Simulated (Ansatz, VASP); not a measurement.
**ZnPt2: VASP beside Ansatz**

```xyz
3
Lattice="0.0000 2.9312 2.9312 2.9312 0.0000 2.9312 2.9312 2.9312 0.0000" Properties=species:S:1:pos:R:3 pbc="T T T"
Zn    0.0000    0.0000    0.0000
Pt    1.4656    1.4656    1.4656
Pt    4.3968    4.3968    4.3968
```

Alike in both runs: functional PBE; k mesh 14 × 14 × 14; occupations gaussian, width 0.1 eV; no spin polarisation.

Ansatz relaxed the structure, and its values are those at the end. VASP's run is a single point on that final structure, the one shown.

|  | VASP | Ansatz |
| --- | --- | --- |
| version | VASP 6.6.1 | Ansatz 0.2.0 |
| potentials or method | VASP PAW PBE potentials, release 64 (Zn, Pt) | scalar-relativistic, plane waves, PAW |
| plane-wave cutoff (eV) | 520 | 420 |
| valence electrons in the cell | 32 | 48 |

VASP gave:

- gap on the k mesh at the Fermi level (eV): none
- pressure (GPa): 0.3

**Question.** Which values does Ansatz return?

**Answer.** gap on the k mesh at the Fermi level (eV): none; pressure (GPa): 0.0.

A gap of «none» marks a metal or a gap that the smearing closes. With one functional, cell and mesh, what is left measures potentials, basis and numerics. The two sets of potentials don't hold the same shells in valence.

The runs have no spin-orbit coupling, so splittings on Pt are missing.
